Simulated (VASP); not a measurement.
Data:

```
MnF2
1.0
    4.93007     0.00000     0.00000
    0.00000     4.93007     0.00000
    0.00000     0.00000     3.32037
Mn F
2 4
Direct
  0.00000   0.00000   0.00000
  0.50000   0.50000   0.50000
  0.30363   0.30363   0.00000
  0.80363   0.19637   0.50000
  0.19637   0.80363   0.50000
  0.69637   0.69637   0.00000
```
Starting moments (μB, in the order of the record's atoms Mn Mn F F F F): 4.5 -4.5 0.0 0.0 0.0 0.0.

Calculation: PBE GGA, VASP's PBE PAW potentials (set 64) (plane waves; VASP). Settings: 620 eV cut-off, 5×5×7 Γ-centred mesh, Gaussian smearing of 0.050 eV, potentials Mn_pv F.

### Question
What does the run give for the cell moment, energy per atom (σ→0)?

### Answer

| Property | Result |
|---|---|
| cell moment | 0.00 μB |
| energy per atom (σ→0) | -6.575 eV/atom |

### Question
Give the moment on each site (PAW-sphere projection).

### Answer

```csv
site,moment (μB)
Mn1,4.54
Mn2,-4.54
F3,-0.03
F4,0.03
F5,0.03
F6,-0.03
```

The absolute energy has meaning only against runs of the same code, potentials and settings.

The compound is MnF2 in the rutile structure. It was relaxed first.
